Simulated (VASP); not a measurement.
Ti (space group P6_3/mmc): the measured cell of entry 9017383 of the Crystallography Open Database is

```xyz
2
Lattice="2.9500 0.0000 0.0000 -1.4750 2.5548 0.0000 0.0000 0.0000 4.6860" Properties=species:S:1:pos:R:3 pbc="T T T"
Ti     0.0000     1.7032     1.1715
Ti     1.4750     0.8516     3.5145
```

Method: r2SCAN+rVV10, VASP's PBE PAW potentials (set 64) (plane waves; VASP 6.6.1). Run with 400 eV cut-off, 16×16×9 Γ-centred mesh, tetrahedra with Blöchl corrections, potentials Ti_sv.

The calculation is for a static lattice at zero pressure; the measurement, whose temperature isn't given here, holds thermal and zero-point expansion. The entry's conditions were not checked, so it may have been measured under pressure.

How far does the relaxed conventional cell lie from the measured one?

```tsv
	measured	computed	difference
a (Å)	2.950	2.927	-0.8 %
c (Å)	4.686	4.620	-1.4 %
V (Å³/atom)	17.66	17.14	-2.9 %
```

The structure comes from a measured Ti entry (P6_3/mmc) of the Crystallography Open Database, whose conditions weren't checked. It was relaxed first. Symmetry was kept, so distortions that lower it aren't found.
